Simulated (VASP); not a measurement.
SiO$_{2}$ (quartz): the band gap from VASP (plane waves, PAW) at several levels of theory. Gaps are without spin-orbit coupling. Each level names its cell: its own relaxed one, PBE's, or the starting one. A gap is the smallest over the k-mesh and a band path; hybrids may have named points in place of the path, and GW has the mesh alone.

```csv
level,band gap (eV),error against measurement (eV)
PBE (own cell),5.69,-4.01
PBEsol (own cell),5.70,-4.00
r2SCAN (own cell),6.58,-3.12
```

Measured: 9.70 eV (as given by Wei Chen et al., Physical Review Materials (2018), doi:10.1103/physrevmaterials.2.073803; computed exciton binding energy of 1.2 eV added to the absorption spectrum's value).

The cell of the PBE (own cell) run:

```cif
data_O6Si3
_chemical_formula_sum 'Si3 O6'
_space_group_name_H-M_alt 'P 1'
_space_group_IT_number 1
_cell_length_a 5.01049
_cell_length_b 5.01049
_cell_length_c 5.50378
_cell_angle_alpha 90.000
_cell_angle_beta 90.000
_cell_angle_gamma 120.000
loop_
_space_group_symop_operation_xyz
  'x, y, z'
loop_
_atom_site_label
_atom_site_type_symbol
_atom_site_fract_x
_atom_site_fract_y
_atom_site_fract_z
_atom_site_occupancy
Si1 Si 0.00000 0.47481 0.33333 1
Si2 Si 0.52519 0.52519 0.00000 1
Si3 Si 0.47481 0.00000 0.66667 1
O1 O 0.25894 0.41476 0.20770 1
O2 O 0.58524 0.84418 0.87437 1
O3 O 0.74106 0.15582 0.45897 1
O4 O 0.84418 0.58524 0.12563 1
O5 O 0.41476 0.25894 0.79230 1
O6 O 0.15582 0.74106 0.54103 1
```

Only levels that ran to the end are used. Left out are those held back, those with too coarse a band path, GW runs whose mesh misses a band edge, hybrids' fits of cells that aren't cubic and levels without matching references; a question may draw on a part of the rest.

The compound is SiO2 in the quartz structure.
